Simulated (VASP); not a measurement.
# Bi5Sb3 (Cm) in VASP: further runs, part 2 of 2

VASP 6.6.1.

### 3 Dielectric tensor, PBE+D3(BJ)

Input file INCAR:

```
PREC = Accurate
ENCUT = 600
EDIFF = 1E-8
ISMEAR = 0
SIGMA = 0.03
LREAL = F
LASPH = T
NELM = 80
ALGO = Fast
ISIF = 2
LWAVE = F
LCHARG = F
GGA = PE
IVDW = 12
LEPSILON = T
KPAR = 4
```

Input file KPOINTS:

```
regular mesh
0
Monkhorst-Pack
  6 6 6
```

Input file POSCAR:

```
Bi5Sb3                                  
1.0
   -4.4636692608     -2.5820909117      3.8472981575
    4.4636692608     -2.5820909117      3.8472981575
    0.0000000000      5.1328443908      3.8263845362
  Sb              Bi            
     3     5
Direct
     0.2372189571437652    0.2265774338346258    0.2404943266711350
     0.7265774338346256    0.7372189571437652    0.2404943266711350
     0.2708197642743056    0.7708197642743054    0.2596548738804390
     0.7356984521885884    0.2356984521885883    0.7349943802380463
     0.2391380938979016    0.7391380938979017    0.7313220051287858
     0.7628408334429578    0.7588799360668784    0.7686259585495518
     0.2588799360668785    0.2628408334429578    0.7686259585495518
     0.7688265291509702    0.2688265291509701    0.2557881703113550
```

Potentials or basis: VASP PAW PBE potentials, release 64 (Sb, Bi_d).

Launch:

```sh
$ cat potpaw_PBE.64/Sb/POTCAR potpaw_PBE.64/Bi_d/POTCAR > POTCAR
$ mpirun -np 4 vasp_std > vasp.out
```

OUTCAR:

```text
PREC = Accurate
   ENCUT = 600
   EDIFF = 1E-8
   ISMEAR = 0
   LREAL = F
   LASPH = T
   NELM = 80
   ISIF = 2
   GGA = PE
   IVDW = 12
   LEPSILON = T
 IVDW          = 12

 ion  position               nearest neighbor table
   1  0.237  0.227  0.240-   3 2.93   8 3.01   7 3.02   7 3.41   8 3.45   3 3.52
   2  0.727  0.737  0.240-   3 2.93   8 3.01   6 3.02   6 3.41   8 3.45   3 3.52
   3  0.271  0.771  0.260-   1 2.93   2 2.93   5 3.02   5 3.41   1 3.52   2 3.52
   4  0.736  0.236  0.735-   6 3.07   7 3.07   8 3.07   8 3.36   7 3.39   6 3.39
   5  0.239  0.739  0.731-   3 3.02   6 3.06   7 3.06   7 3.39   6 3.39   3 3.41
   6  0.763  0.759  0.769-   2 3.02   5 3.06   4 3.07   4 3.39   5 3.39   2 3.41
   7  0.259  0.263  0.769-   1 3.02   5 3.06   4 3.07   4 3.39   5 3.39   1 3.41
   8  0.769  0.269  0.256-   1 3.01   2 3.01   4 3.07   4 3.36   2 3.45   1 3.45

  LATTYP: Found a base centered monoclinic cell.
 ALAT       =     9.2669081336
 B/A-ratio  =     0.9633567521
 C/A-ratio  =     0.6908596868
 COS(beta)  =    -0.0494799016

  Lattice vectors:

[... 1671 lines left out ...]

 PIEZOELECTRIC TENSOR (including local field effects)  for field in x, y, z        (C/m^2)
          XX          YY          ZZ          XY          YZ          ZX
  --------------------------------------------------------------------------------
  x     0.00000     0.00000     0.00000     0.13386     0.00000     0.02863
  y     0.12990    -0.12669     0.00199     0.00000     0.15048     0.00000
  z    -0.34918     0.13113     0.47170     0.00000     0.20926     0.00000

 BORN EFFECTIVE CHARGES (including local field effects) (in |e|, cummulative output)
 ---------------------------------------------------------------------------------
 ion    1
    1    -1.70651    -0.44630     0.61639
    2    -0.60567    -2.14131    -0.56301
    3     0.24409    -1.69284     0.84262
 ion    2
    1    -1.70651     0.44630    -0.61639
    2     0.60567    -2.14131    -0.56301
    3    -0.24409    -1.69284     0.84262
 ion    3
    1     0.50713     0.00000     0.00000
    2     0.00000     0.31145     0.01369
    3     0.00000     2.21906    -1.77516
 ion    4
    1    -1.74469     0.00000     0.00000
    2     0.00000    -1.63890    -0.04797
    3     0.00000     1.32689    -1.42197
 ion    5
    1    -0.61208     0.00000     0.00000
    2     0.00000     0.37776     0.37119
    3     0.00000     1.05650    -0.07577
 ion    6
    1     1.41403    -0.28538     0.28777
    2    -0.28925     1.37705     0.28889
    3     0.29327    -1.71520     1.13979
 ion    7
    1     1.41403     0.28538    -0.28777
    2     0.28925     1.37705     0.28889
    3    -0.29327    -1.71520     1.13979
 ion    8
    1     2.43460     0.00000     0.00000
    2     0.00000     2.47821     0.21132
    3     0.00000     2.21364    -0.69193
```

OSZICAR:

```text
N       E                     dE             d eps       ncg     rms          rms(c)
DAV:   1     0.109426601433E+04    0.10943E+04   -0.46142E+04  6804   0.197E+03
DAV:   2     0.106586008169E+03   -0.98768E+03   -0.97132E+03  7084   0.532E+02
DAV:   3    -0.236861292040E+02   -0.13027E+03   -0.12698E+03  7828   0.205E+02
[... 11 lines left out ...]
RMM:  10    -0.346525326774E+03   -0.12195E-02   -0.23192E-03 12981   0.193E-02    0.300E-03
RMM:  11    -0.346525016453E+03    0.31032E-03    0.12257E-04 12454   0.929E-03    0.969E-04
RMM:  12    -0.346525134716E+03   -0.11826E-03    0.24408E-04 13863   0.387E-03    0.491E-04
RMM:  13    -0.346525118222E+03    0.16494E-04   -0.38201E-06 12554   0.217E-03    0.194E-04
RMM:  14    -0.346525100201E+03    0.18021E-04   -0.41367E-05 13721   0.118E-03    0.665E-05
RMM:  15    -0.346525100595E+03   -0.39442E-06   -0.11481E-05 13281   0.799E-04    0.222E-05
RMM:  16    -0.346525098918E+03    0.16774E-05   -0.65997E-06 12979   0.666E-04    0.905E-06
```

stdout:

```text
POSCAR found type information on POSCAR SbBi
 POSCAR found :  2 types and       8 ions
 scaLAPACK will be used
 LDA part: xc-table for (Slater+PW92), standard interpolation
 POSCAR, INCAR and KPOINTS ok, starting setup
 FFT: planning ... GRIDC
 FFT: planning ... GRID_SOFT
 FFT: planning ... GRID
 WAVECAR not read
 entering main loop
 Linear response reoptimize wavefunctions to high precision
 Linear response G [H, r] |phi>, progress :
  Direction:   1
 Linear response G [H, r] |phi>, progress :
  Direction:   2
 Linear response G [H, r] |phi>, progress :
  Direction:   3
 Linear response to external field (no local field effect), progress :
  Direction:   1
 dielectric tensor                  component  1 :   125.751   -16.149    43.573
 Linear response to external field (no local field effect), progress :
  Direction:   2
 dielectric tensor                  component  2 :   -15.799   147.826    45.850
 Linear response to external field (no local field effect), progress :
  Direction:   3
 dielectric tensor                  component  3 :    44.159    43.809   481.170
 Linear response to external field, progress :
  Direction:   1
 dielectric tensor                  component  1 :   123.384    -0.175    -0.278
 Linear response to external field, progress :
  Direction:   2
 dielectric tensor                  component  2 :   -15.616   145.197    45.590
 Linear response to external field, progress :
  Direction:   3
 dielectric tensor                  component  3 :    43.834    43.529   471.868
 Born effective charges drift removed
```

Run time: 43 min. Hardware: 4 MPI ranks of Intel Xeon 6975P-C (Granite Rapids), shared host; peak memory 3.7 GiB.

Results:

```yaml
Electronic_dielectric_tensor_diagonal: 123.38, 145.20, 471.87
Born_charges_mean_of_the_diagonal: Sb -1.00, -0.32; Bi -1.60, -0.10, +1.31, +1.41 e
Dispersion_energy_per_atom: -0.464 eV
```

Electronic dielectric tensor:
```
123.38   0.00   0.00
  0.00 145.20  43.53
  0.00  45.59 471.87
```

Born effective charge tensors (e):
atom 1, Sb
```
-1.71 -0.45  0.62
-0.61 -2.14 -0.56
 0.24 -1.69  0.84
```
atom 2, Sb
```
-1.71  0.45 -0.62
 0.61 -2.14 -0.56
-0.24 -1.69  0.84
```
atom 3, Sb
```
 0.51  0.00  0.00
 0.00  0.31  0.01
 0.00  2.22 -1.78
```
atom 4, Bi
```
-1.74  0.00  0.00
 0.00 -1.64 -0.05
 0.00  1.33 -1.42
```
atom 5, Bi
```
-0.61  0.00  0.00
 0.00  0.38  0.37
 0.00  1.06 -0.08
```
atom 6, Bi
```
 1.41 -0.29  0.29
-0.29  1.38  0.29
 0.29 -1.72  1.14
```
atom 7, Bi
```
 1.41  0.29 -0.29
 0.29  1.38  0.29
-0.29 -1.72  1.14
```
atom 8, Bi
```
 2.43  0.00  0.00
 0.00  2.48  0.21
 0.00  2.21 -0.69
```
